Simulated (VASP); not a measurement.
These are PBEsol GGA, VASP's PBE PAW potentials (set 64) (plane waves; VASP) values and carry that method's errors.

VASP ran on this input.

### INCAR
```
SIGMA=0.05   # width (eV)
EDIFF=1E-6
PSTRESS=300   # kbar
EDIFFG=-0.02
LASPH=T
LREAL=F
LCHARG=F
LMAXMIX=4   # l cut-off of mixed one-centre charges
ENCUT=620   # plane-wave cut-off (eV)
GGA=PS
SYSTEM=GaN
ISMEAR=0   # Gaussian
NELM=100
IBRION=2   # conjugate gradients
ISIF=3   # ions, shape and volume
LWAVE=F
PREC=Accurate
ALGO=Normal
NSW=40
```

### POSCAR
```
GaN
1.0
  1.5448430639  -2.6757466378   0.0000000000
  1.5448430639   2.6757466378   0.0000000000
  0.0000000000   0.0000000000   5.0336297845
Ga N
2 2
Cartesian
  1.5448430639  -0.8919173298   2.5179314022
  1.5448430639   0.8919173298   0.0011165099
  1.5448430639  -0.8919173298   4.4133768111
  1.5448430639   0.8919173298   1.8965619188
```

**KPOINTS**
```
Automatic mesh
0
Gamma
8 8 5
0 0 0
```

POTCAR, in this order: Ga_d N (PBE.64 set). Program: vasp_std.

Energy and stress use the plane-wave basis of the starting cell.

### Question
What does the run give for the energy per atom (σ→0), volume per atom?

### Answer

```json
{
  "energy per atom (σ→0)": "-6.459 eV/atom",
  "volume_per_atom": "10.05 Å³/atom"
}
```

### OSZICAR
```
...
DAV:   4    -0.258458142645E+02    0.70030E-02   -0.87002E-02  1320   0.299E+00    0.556E-01
DAV:   5    -0.258414253089E+02    0.43890E-02   -0.35654E-03  2060   0.568E-01    0.461E-01
DAV:   6    -0.258341430385E+02    0.72823E-02   -0.85732E-03  1664   0.182E+00    0.716E-02
DAV:   7    -0.258340751625E+02    0.67876E-04   -0.82423E-04  1976   0.457E-01    0.441E-02
DAV:   8    -0.258340676859E+02    0.74766E-05   -0.13325E-04  2380   0.139E-01    0.168E-02
DAV:   9    -0.258340662267E+02    0.14592E-05   -0.13561E-05  2334   0.870E-02    0.235E-03
DAV:  10    -0.258340667849E+02   -0.55817E-06   -0.59044E-06  1688   0.229E-02
   3 F= -.18304708E+02 E0= -.18304708E+02  d E =-.466236E-01
```

The compound is GaN in the wurtzite structure. This run relaxes it under an external pressure of 30 GPa. Symmetry was kept, so distortions that lower it aren't found.
